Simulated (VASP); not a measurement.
Data:

```xyz
1
Lattice="0.0000 2.4750 2.4750 2.4750 0.0000 2.4750 2.4750 2.4750 0.0000" Properties=species:S:1:pos:R:3 pbc="T T T"
Pb     0.0000     0.0000     0.0000
```

The numbers are results of PBE GGA with D4 dispersion, VASP's PBE PAW potentials (set 64) (plane waves; VASP 6.6.1), not measurements. Run with 520 eV cut-off, 13×13×13 Γ-centred mesh, first-order Methfessel-Paxton smearing of 0.10 eV, potentials Pb_d.

Unless said otherwise, spin-orbit coupling is left out, though it shifts the bands of the heavy elements here.

Task: Estimate the energy per atom (σ→0), band gap (on the k-mesh) with the smallest direct gap where there is one.

Result: 
```
Property                                                     Value
------------------------  ----------------------------------------
band gap (on the k-mesh)  none (metal, semimetal or under 0.01 eV)
energy per atom (σ→0)                               -3.980 eV/atom
```

The compound is Pb in the fcc structure. The cell was not relaxed at this level.
